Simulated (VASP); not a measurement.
```
AlN
1.0
    1.55500    -2.69334     0.00000
    1.55500     2.69334     0.00000
    0.00000     0.00000     4.98000
Al N
2 2
Direct
  0.66667   0.33333   0.50000
  0.33333   0.66667   0.00000
  0.66667   0.33333   0.88200
  0.33333   0.66667   0.38200
```

Computed with G0W0 on PBE orbitals, VASP's PBE PAW potentials (set 64) (plane waves; VASP 6.6.1). Run with PREC = Normal, 500 eV cut-off, 6×6×4 Γ-centred mesh, Gaussian smearing of 0.010 eV, potentials Al_GW N_GW_new.

The mesh is coarse and the basis finite, so the quasiparticle values are not converged.

NBANDS = 192, ENCUTGW = 180 eV, NOMEGA = 64. The PBE levels (eV) that the step starts from are:

| state | KS energy | filling |
|---|---|---|
| k1 (0.00, 0.00, 0.00), band 5 | 4.98 | 2 |
| k1 (0.00, 0.00, 0.00), band 6 | 5.63 | 2 |
| k1 (0.00, 0.00, 0.00), band 7 | 5.63 | 2 |
| k1 (0.00, 0.00, 0.00), band 8 | 5.85 | 2 |
| k1 (0.00, 0.00, 0.00), band 9 | 10.06 | 0 |
| k1 (0.00, 0.00, 0.00), band 10 | 12.51 | 0 |
| k1 (0.00, 0.00, 0.00), band 11 | 16.48 | 0 |
| k1 (0.00, 0.00, 0.00), band 12 | 17.00 | 0 |
| k3 (0.33, 0.00, 0.00), band 5 | 2.52 | 2 |
| k3 (0.33, 0.00, 0.00), band 6 | 4.00 | 2 |
| k3 (0.33, 0.00, 0.00), band 7 | 4.98 | 2 |
| k3 (0.33, 0.00, 0.00), band 8 | 5.29 | 2 |
| k3 (0.33, 0.00, 0.00), band 9 | 12.08 | 0 |
| k3 (0.33, 0.00, 0.00), band 10 | 12.55 | 0 |
| k3 (0.33, 0.00, 0.00), band 11 | 13.81 | 0 |
| k3 (0.33, 0.00, 0.00), band 12 | 16.17 | 0 |
| k11 (0.50, 0.00, 0.25), band 5 | 3.28 | 2 |
| k11 (0.50, 0.00, 0.25), band 6 | 3.92 | 2 |
| k11 (0.50, 0.00, 0.25), band 7 | 4.65 | 2 |
| k11 (0.50, 0.00, 0.25), band 8 | 4.90 | 2 |
| k11 (0.50, 0.00, 0.25), band 9 | 10.91 | 0 |
| k11 (0.50, 0.00, 0.25), band 10 | 11.75 | 0 |
| k11 (0.50, 0.00, 0.25), band 11 | 15.18 | 0 |
| k11 (0.50, 0.00, 0.25), band 12 | 15.31 | 0 |

Question: Give the quasiparticle energies and renormalisation factors Z.

Answer: 
```
state                            QP energy (eV)     Z
-------------------------------  --------------  ----
k1 (0.00, 0.00, 0.00), band 5              3.91  0.77
k1 (0.00, 0.00, 0.00), band 6              4.64  0.78
k1 (0.00, 0.00, 0.00), band 7              4.64  0.78
k1 (0.00, 0.00, 0.00), band 8              4.90  0.78
k1 (0.00, 0.00, 0.00), band 9             10.78  0.81
k1 (0.00, 0.00, 0.00), band 10            13.33  0.82
k1 (0.00, 0.00, 0.00), band 11            17.48  0.75
k1 (0.00, 0.00, 0.00), band 12            17.84  0.80
k3 (0.33, 0.00, 0.00), band 5              1.27  0.76
k3 (0.33, 0.00, 0.00), band 6              2.81  0.77
k3 (0.33, 0.00, 0.00), band 7              3.92  0.77
k3 (0.33, 0.00, 0.00), band 8              4.26  0.78
k3 (0.33, 0.00, 0.00), band 9             12.78  0.81
k3 (0.33, 0.00, 0.00), band 10            13.22  0.81
k3 (0.33, 0.00, 0.00), band 11            14.70  0.80
k3 (0.33, 0.00, 0.00), band 12            17.18  0.78
k11 (0.50, 0.00, 0.25), band 5             2.07  0.77
k11 (0.50, 0.00, 0.25), band 6             2.73  0.77
k11 (0.50, 0.00, 0.25), band 7             3.55  0.77
k11 (0.50, 0.00, 0.25), band 8             3.82  0.77
k11 (0.50, 0.00, 0.25), band 9            11.50  0.82
k11 (0.50, 0.00, 0.25), band 10           12.38  0.82
k11 (0.50, 0.00, 0.25), band 11           16.09  0.80
k11 (0.50, 0.00, 0.25), band 12           16.23  0.80
```
On the mesh the gap opens from 4.21 to 5.88 eV.

The compound is AlN in the wurtzite structure. The cell was not relaxed at this level.
